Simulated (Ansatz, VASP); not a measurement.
# PN: VASP beside Ansatz

File INCAR:

```
SYSTEM = PN
ALGO = Normal
EDIFF = 1E-7
EDIFFG = -0.04
ENCUT = 600
GGA = PE
IBRION = 2
ISIF = 3
ISMEAR = 0
LASPH = .TRUE.
LCHARG = .FALSE.
LREAL = .FALSE.
LWAVE = .FALSE.
NELM = 60
NSW = 90
PREC = Accurate
SIGMA = 0.1
```

File KPOINTS:

```
k-points
0
G
  6 6 2
  0 0 0
```

File POSCAR:

```
PN
1.0
    3.0433023239      0.0000000000      0.0000000000
   -1.5216511620      2.6355771239      0.0000000000
    0.0000000000      0.0000000000      8.0958916137
P N
2 2
Direct
    0.3333333333      0.6666666667      0.2500000000
    0.6666666667      0.3333333333      0.7500000000
    0.3333333333      0.6666666667      0.7500000000
    0.6666666667      0.3333333333      0.2500000000
```

Input for Ansatz:

```yaml
crystal:
  lattice:
    - [3.0433023239, 0.0, 0.0]
    - [-1.521651162, 2.6355771239, 0.0]
    - [0.0, 0.0, 8.0958916137]
  atoms:
    - { symbol: P, position: [0.3333333333, 0.6666666667, 0.25] }
    - { symbol: P, position: [0.6666666667, 0.3333333333, 0.75] }
    - { symbol: "N", position: [0.3333333333, 0.6666666667, 0.75] }
    - { symbol: "N", position: [0.6666666667, 0.3333333333, 0.25] }
basis:
  ecutwfc: 420
kpoints:
  mp_grid: { grid: [6, 6, 2] }
hamiltonian:
  xc: pbe
scf:
  occupations: { method: gaussian, width: 0.1 }
  lower_state_search: "off"
output:
  forces: true
  stress: true
  eigenvalues: true
relax:
  adjacent_minimum: "off"
  f_tol: 0.04
  max_steps: 70
  cell: { stress_tol: 0.4 }
```

Alike in both runs: task relaxation of cell and atoms; functional PBE; k mesh 6 × 6 × 2; occupations gaussian, width 0.1 eV; no spin polarisation.

|  | VASP | Ansatz |
| --- | --- | --- |
| version | VASP 6.6.1 | Ansatz 0.2.0 |
| potentials or method | VASP PAW PBE potentials, release 64 (P, N) | scalar-relativistic, plane waves, PAW |
| plane-wave cutoff (eV) | 600 | 420 |
| valence electrons in the cell | 20 | 20 |

```tsv
	VASP	Ansatz	Ansatz less VASP
gap on the k mesh at the Fermi level, each at its own relaxed structure (eV)	none	none	-
relaxed volume (Å³/atom)	17.41	16.86	-0.547
relaxed cell length with the largest relative difference (Å)	8.095	7.720	-0.3745
energy change over the relaxation (meV/atom)	-36	-43	-7.3
```

A gap of «none» marks a metal or a gap that the smearing closes.

Caveats: the k mesh is coarse (spacing up to 0.40 Å⁻¹), so the values aren't converged; this functional lacks dispersion, which binds the layers, so the pressure and a relaxed spacing across them are unreliable.
